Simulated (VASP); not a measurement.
Input:

```xyz
2
Lattice="0.0000 3.3809 3.3809 3.3809 0.0000 3.3809 3.3809 3.3809 0.0000" Properties=species:S:1:pos:R:3 pbc="T T T"
Tl     0.0000     0.0000     0.0000
Br     3.3809     3.3809     3.3809
```

Computed with HSE06 screened hybrid, VASP's PBE PAW potentials (set 64) (plane waves; VASP). Settings: 400 eV cut-off, 6×6×6 Γ-centred mesh, Gaussian smearing of 0.050 eV, potentials Tl_d Br.

Unless said otherwise, spin-orbit coupling is left out, though it shifts the bands of the heavy elements here.

### Question
Estimate the energy per atom (σ→0), band gap (over the mesh, the named points and PBE's band edges) with the smallest direct gap where there is one.

### Answer

| Quantity | Value |
|---|---|
| band gap (over the mesh, the named points and PBE's band edges) | 3.03 eV |
| smallest direct gap (over the mesh, the named points and PBE's band edges) | 3.03 eV |
| energy per atom (σ→0) | -3.346 eV/atom |

Only differences to runs with the same potentials and settings are physical.

The structure comes from a computed database's TlBr entry (Fm-3m); how it stands against other phases isn't given here. It was relaxed first.
